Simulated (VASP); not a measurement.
Computed with PBEsol GGA, VASP's PBE PAW potentials (set 64) (plane waves; VASP 6.6.1).

VASP input:

KPOINTS:
```
kpoints
0
G
 13 13 7
```

**INCAR**
```
# general
SYSTEM   =  Sc
PREC     =  Accurate
ENCUT    =  500
LREAL    =  F
LASPH    =  T

# electronic loop
EDIFF    =  1E-6
NELM     =  100
ALGO     =  Normal
LMAXMIX  =  4

# smearing
ISMEAR   =  1
SIGMA    =  0.1

# functional
GGA      =  PS

# ions
IBRION   =  2
NSW      =  40
ISIF     =  3
EDIFFG   =  -0.02
PSTRESS  =  50

# output
LWAVE    =  F
LCHARG   =  F
```

**POSCAR**
```
Sc
1.0
  1.6395085795  -2.8397120750   0.0000000000
  1.6395085795   2.8397120750   0.0000000000
  0.0000000000   0.0000000000   5.0760201415
Sc
2
Cart
  1.6395085795   0.9465725848   1.2690050354
  1.6395085795  -0.9465725848   3.8070151061
```

POTCAR, in this order: Sc_sv (PBE.64 set). Program: vasp_std.

What VASP printed:

**OUTCAR**
```
 ion  position               nearest neighbor table
   1  0.333  0.667  0.250-   2 3.17   2 3.17   2 3.17   2 3.17   2 3.17   2 3.17
   2  0.667  0.333  0.750-   1 3.17   1 3.17   1 3.17   1 3.17   1 3.17   1 3.17
  LATTYP: Found a hexagonal cell.
 ALAT       =     3.2790170861
 C/A-ratio  =     1.5480310130
 Subroutine PRICEL returns:
 Original cell was already a primitive cell.
 Subroutine GETGRP returns: Found 24 space group operations
The static configuration has the point symmetry D_3d.
 The point group associated with its full space group is D_6h.
The dynamic configuration has the point symmetry D_3d.
 Subroutine INISYM returns: Found 24 space group operations
 Subroutine IBZKPT returns following result:
 Found     84 irreducible k-points:

 Following reciprocal coordinates:
            Coordinates               Weight
  0.000000  0.000000  0.000000      1.000000
  0.076923  0.000000  0.000000      6.000000
  0.153846  0.000000  0.000000      6.000000
  0.230769  0.000000  0.000000      6.000000
  0.307692  0.000000  0.000000      6.000000
  0.384615  0.000000  0.000000      6.000000
  0.461538  0.000000  0.000000      6.000000
  0.076923  0.076923  0.000000      6.000000
  0.153846  0.076923  0.000000     12.000000
  0.230769  0.076923  0.000000     12.000000
  0.307692  0.076923  0.000000     12.000000
  0.384615  0.076923  0.000000     12.000000
  0.461538  0.076923  0.000000      6.000000
  0.153846  0.153846  0.000000      6.000000
  0.230769  0.153846  0.000000     12.000000
  0.307692  0.153846  0.000000     12.000000
  0.384615  0.153846  0.000000     12.000000
  0.230769  0.230769  0.000000      6.000000
  0.307692  0.230769  0.000000     12.000000
  0.384615  0.230769  0.000000      6.000000
  0.307692  0.307692  0.000000      6.000000
  0.000000  0.000000  0.142857      2.000000
  0.076923  0.000000  0.142857     12.000000
  0.153846  0.000000  0.142857     12.000000
  0.230769  0.000000  0.142857     12.000000
  0.307692  0.000000  0.142857     12.000000
  0.384615  0.000000  0.142857     12.000000
  0.461538  0.000000  0.142857     12.000000
  0.076923  0.076923  0.142857     12.000000
  0.153846  0.076923  0.142857     24.000000
  0.230769  0.076923  0.142857     24.000000
  0.307692  0.076923  0.142857     24.000000
  0.384615  0.076923  0.142857     24.000000
  0.461538  0.076923  0.142857     12.000000
  0.153846  0.153846  0.142857     12.000000
  0.230769  0.153846  0.142857     24.000000
  0.307692  0.153846  0.142857     24.000000
  0.384615  0.153846  0.142857     24.000000
  0.230769  0.230769  0.142857     12.000000
  0.307692  0.230769  0.142857     24.000000
   k-points           NKPTS =     84   k-points in BZ     NKDIM =     84   number of bands    NBANDS=     15
   number of dos      NEDOS =    301   number of ions     NIONS =      2
   total plane-waves  NPLWV =  23040
   dimension x,y,z NGX =    24 NGY =   24 NGZ =   40
   dimension x,y,z NGXF=    48 NGYF=   48 NGZF=   80
   ions per type =               2
   PREC   = accura    normal or accurate (medium, high low for compatibility)
   ISTART =      0    job   : 0-new  1-cont  2-samecut
   ICHARG =      2    charge: 1-file 2-atom 10-const
   ISPIN  =      1    spin polarized calculation?
   LNONCOLLINEAR =      F non collinear calculations
   LSORBIT =      F    spin-orbit coupling
   INIWAV =      1    electr: 0-lowe 1-rand  2-diag
   ENCUT  =  500.0 eV  36.75 Ry    6.06 a.u.   5.98  5.98  9.25*2*pi/ulx,y,z
   NELM   =    100;   NELMIN=  2; NELMDL= -5     # of ELM steps
   EDIFF  = 0.1E-05   stopping-criterion for ELM
   LREAL  =      F    real-space projection
...
```

**OSZICAR**
```
       N       E                     dE             d eps       ncg     rms          rms(c)
DAV:   1     0.381187932412E+03    0.38119E+03   -0.10894E+04  2520   0.153E+03
DAV:   2     0.936443501247E+01   -0.37182E+03   -0.36632E+03  3431   0.658E+02
DAV:   3    -0.142243345603E+02   -0.23589E+02   -0.23109E+02  4167   0.189E+02
DAV:   4    -0.146870860017E+02   -0.46275E+00   -0.45132E+00  3792   0.237E+01
DAV:   5    -0.146955856980E+02   -0.84997E-02   -0.84935E-02  4198   0.310E+00    0.825E+00
DAV:   6    -0.133968497510E+02    0.12987E+01   -0.29517E+00  3157   0.227E+01    0.246E+00
DAV:   7    -0.132228147407E+02    0.17404E+00   -0.74278E-01  3325   0.104E+01    0.832E-01
DAV:   8    -0.132111350928E+02    0.11680E-01   -0.26916E-02  3388   0.247E+00    0.237E-01
DAV:   9    -0.132098376377E+02    0.12975E-02   -0.71375E-03  3402   0.104E+00    0.188E-02
DAV:  10    -0.132098542400E+02   -0.16602E-04   -0.10362E-04  4161   0.161E-01    0.713E-03
DAV:  11    -0.132098518323E+02    0.24076E-05   -0.21880E-06  2635   0.227E-02    0.208E-03
DAV:  12    -0.132098530824E+02   -0.12500E-05   -0.47120E-07  2051   0.142E-02    0.104E-03
DAV:  13    -0.132098528703E+02    0.21201E-06   -0.15768E-07  1967   0.789E-03
   1 F= -.11734823E+02 E0= -.11734275E+02  d E =-.117348E+02
       N       E                     dE             d eps       ncg     rms          rms(c)
DAV:   1    -0.154345557360E+02   -0.22247E+01   -0.69694E+01  2520   0.127E+02    0.113E+01
DAV:   2    -0.133734448731E+02    0.20611E+01   -0.57035E+00  3700   0.360E+01    0.354E+00
DAV:   3    -0.131088298065E+02    0.26462E+00   -0.11303E+00  3122   0.144E+01    0.172E+00
DAV:   4    -0.131040964018E+02    0.47334E-02   -0.39096E-02  3535   0.301E+00    0.326E-01
DAV:   5    -0.131027698593E+02    0.13265E-02   -0.84145E-03  3489   0.134E+00    0.394E-02
DAV:   6    -0.131027731009E+02   -0.32416E-05   -0.23281E-04  4211   0.266E-01    0.119E-02
DAV:   7    -0.131027741787E+02   -0.10778E-05   -0.73957E-06  3724   0.402E-02    0.378E-03
DAV:   8    -0.131027738752E+02    0.30346E-06   -0.37031E-07  1680   0.115E-02
   2 F= -.11779865E+02 E0= -.11779025E+02  d E =-.450414E-01
       N       E                     dE             d eps       ncg     rms          rms(c)
DAV:   1    -0.133819546096E+02   -0.27918E+00   -0.68377E+00  2534   0.409E+01    0.334E+00
DAV:   2    -0.131795792763E+02    0.20238E+00   -0.64194E-01  3772   0.123E+01    0.100E+00
DAV:   3    -0.131595171151E+02    0.20062E-01   -0.93392E-02  3136   0.401E+00    0.429E-01
DAV:   4    -0.131590516189E+02    0.46550E-03   -0.41121E-03  3416   0.939E-01    0.770E-02
DAV:   5    -0.131589630362E+02    0.88583E-04   -0.72920E-04  3528   0.397E-01    0.160E-02
DAV:   6    -0.131589630802E+02   -0.43951E-07   -0.24312E-05  4228   0.854E-02    0.370E-03
DAV:   7    -0.131589632786E+02   -0.19840E-06   -0.30109E-07  1610   0.105E-02
   3 F= -.11791264E+02 E0= -.11790513E+02  d E =-.564410E-01
       N       E                     dE             d eps       ncg     rms          rms(c)
DAV:   1    -0.131573179706E+02    0.16451E-02   -0.14277E-02  2527   0.186E+00    0.155E-01
DAV:   2    -0.131568929050E+02    0.42507E-03   -0.12837E-03  3764   0.546E-01    0.472E-02
DAV:   3    -0.131568475703E+02    0.45335E-04   -0.21041E-04  3150   0.192E-01    0.210E-02
DAV:   4    -0.131568476578E+02   -0.87485E-07   -0.85920E-06  3602   0.431E-02
   4 F= -.11791240E+02 E0= -.11790485E+02  d E =-.564171E-01
       N       E                     dE             d eps       ncg     rms          rms(c)
DAV:   1    -0.131570556320E+02   -0.20806E-03   -0.34811E-02  2751   0.400E+00    0.121E-01
DAV:   2    -0.131570031571E+02    0.52475E-04   -0.25029E-03  3983   0.841E-01    0.773E-02
DAV:   3    -0.131568702457E+02    0.13291E-03   -0.44078E-04  4577   0.311E-01    0.112E-02
DAV:   4    -0.131568674245E+02    0.28212E-05   -0.21312E-05  3781   0.795E-02    0.561E-03
DAV:   5    -0.131568674998E+02   -0.75316E-07   -0.44404E-07  1407   0.160E-02
   5 F= -.11791348E+02 E0= -.11790632E+02  d E =-.107672E-03
       N       E                     dE             d eps       ncg     rms          rms(c)
DAV:   1    -0.131570031050E+02   -0.13568E-03   -0.36810E-02  2765   0.411E+00    0.125E-01
DAV:   2    -0.131569488880E+02    0.54217E-04   -0.26595E-03  4004   0.867E-01    0.796E-02
DAV:   3    -0.131568078169E+02    0.14107E-03   -0.46592E-04  4601   0.321E-01    0.114E-02
DAV:   4    -0.131568048992E+02    0.29177E-05   -0.22129E-05  3803   0.808E-02    0.573E-03
DAV:   5    -0.131568050094E+02   -0.11025E-06   -0.45779E-07  1407   0.164E-02
   6 F= -.11791380E+02 E0= -.11790711E+02  d E =-.140214E-03
```

### OUTCAR
```
------------------------ aborting loop because EDIFF is reached ----------------------------------------
  FORCE on cell =-STRESS in cart. coord.  units (eV):
  Direction    XX          YY          ZZ          XY          YZ          ZX
  --------------------------------------------------------------------------------------
  Total        1.3972940      1.3972939      1.3990238      0.0000000      0.0000000      0.0000000
  in kB       51.1670166     51.1670132     51.2303607      0.0000000      0.0000000      0.0000000
  external PRESSURE =       1.1881302 kB  Pullay stress =      50.0000000 kB
  volume of cell :       43.75
      direct lattice vectors                 reciprocal lattice vectors
     1.600656550 -2.772418377  0.000000000     0.312371820 -0.180347961  0.000000000
     1.600656550  2.772418377 -0.000000000     0.312371820  0.180347961  0.000000000
     0.000000000  0.000000000  4.929709806     0.000000000  0.000000000  0.202851697
 POSITION                                       TOTAL-FORCE (eV/Angst)
 -----------------------------------------------------------------------------------
      1.60066      0.92414      1.23243        -0.000000     -0.000000     -0.000000
      1.60066     -0.92414      3.69728         0.000000      0.000000      0.000000
 -----------------------------------------------------------------------------------
    total drift:                               -0.000106      0.000663     -0.000015
  FREE ENERGIE OF THE ION-ELECTRON SYSTEM (eV)
  ---------------------------------------------------
  free  energy   TOTEN  =       -13.1568050094 eV

  energy  without entropy=      -13.1547968130  energy(sigma->0) =      -13.15613561
  enthalpy is  TOTEN    =       -11.7913804901 eV   P V=        1.3654245194

 reached required accuracy - stopping structural energy minimisation
```
(Selected blocks of OUTCAR.)

**CONTCAR**
```
Sc
   1.00000000000000
     1.6006565499718746   -2.7724183771675119    0.0000000000000000
     1.6006565499718746    2.7724183771675119   -0.0000000000000000
     0.0000000000000000    0.0000000000000000    4.9297098059090869
  Sc
     2
Direct
     0.3333330000000032    0.6666669999999968    0.2500000000000000
     0.6666669999999968    0.3333330000000032    0.7500000000000000
```

**OUTCAR**
```
 val. band max:        4.2929703279   @ k =   0.3846   0.0000   0.4286

 cond. band min:       4.3011380390   @ k =   0.3846   0.0769   0.4286


 Fermi energy:         4.3000320123

 k-point     1 :       0.0000    0.0000    0.0000
  band No.  band energies     occupation
      1     -44.6163      2.00000
      2     -44.4914      2.00000
      3     -23.6663      2.00000
      4     -23.1451      2.00000
      5     -23.1451      2.00000
      6     -23.0417      2.00000
      7     -23.0417      2.00000
      8     -22.9966      2.00000
      9      -1.0445      2.00000
     10       2.4876      2.00000
     11       5.3240     -0.00000
     12       6.0033     -0.00000
     13       6.0033     -0.00000
     14       6.3961      0.00000
     15       6.5572      0.00000

 k-point     2 :       0.0769    0.0000    0.0000
  band No.  band energies     occupation
      1     -44.6116      2.00000
      2     -44.4900      2.00000
      3     -23.6546      2.00000
      4     -23.1669      2.00000
      5     -23.1528      2.00000
      6     -23.0648      2.00000
      7     -23.0441      2.00000
      8     -23.0023      2.00000
      9      -0.9013      2.00000
     10       2.6046      2.00000
     11       5.1535     -0.00000
     12       5.7403     -0.00000
     13       6.1120     -0.00000
     14       6.4602      0.00000
     15       6.5878      0.00000

 k-point     3 :       0.1538    0.0000    0.0000
  band No.  band energies     occupation
      1     -44.5986      2.00000
      2     -44.4864      2.00000
      3     -23.6208      2.00000
      4     -23.2277      2.00000
      5     -23.1737      2.00000
      6     -23.1274      2.00000
      7     -23.0514      2.00000
      8     -23.0195      2.00000
      9      -0.4858      2.00000
     10       2.9194      2.00000
     11       4.7543     -0.00000
     12       5.2760     -0.00000
     13       6.2321     -0.00000
     14       6.4289      0.00000
     15       6.4832      0.00000
...
```

Energy and stress use the plane-wave basis of the starting cell.

The compound is Sc in the hcp structure. This run relaxes it under an external pressure of 5 GPa. Symmetry was kept, so distortions that lower it aren't found.
